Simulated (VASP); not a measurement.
Here is the system:

```
MnO2
1.0
    4.47106     0.00000     0.00000
    0.00000     4.47106     0.00000
    0.00000     0.00000     2.90437
Mn O
2 4
Cartesian
  0.00000   0.00000   0.00000
  2.23553   2.23553   1.45218
  1.36390   1.36390   0.00000
  3.59943   0.87163   1.45218
  0.87163   3.59943   1.45218
  3.10716   3.10716   0.00000
```
Starting moments (μB, in the order of the record's atoms Mn Mn O O O O): 2.6 -2.6 0.0 0.0 0.0 0.0.

These are RPBE GGA, VASP's PBE PAW potentials (set 64) (plane waves; VASP) values and carry that method's errors. Run with 520 eV cut-off, 8×8×12 Γ-centred mesh, tetrahedra with Blöchl corrections, potentials Mn_pv O.

**Question.** Predict the cell moment, energy per atom (σ→0), band gap (on the k-mesh) with the smallest direct gap where there is one.

**Answer.** 
```yaml
band gap (on the k-mesh): none (metal, semimetal or under 0.01 eV)
cell_moment: 0.00 μB
energy per atom (σ→0): -7.560 eV/atom
```

**Question.** Give the moment on each site (PAW-sphere projection).

**Answer.** 
```csv
site,moment (μB)
Mn1,2.60
Mn2,-2.60
O3,-0.05
O4,0.05
O5,0.05
O6,-0.05
```

Only differences to runs with the same potentials and settings are physical.

The compound is MnO2 in the rutile structure. It was relaxed first.
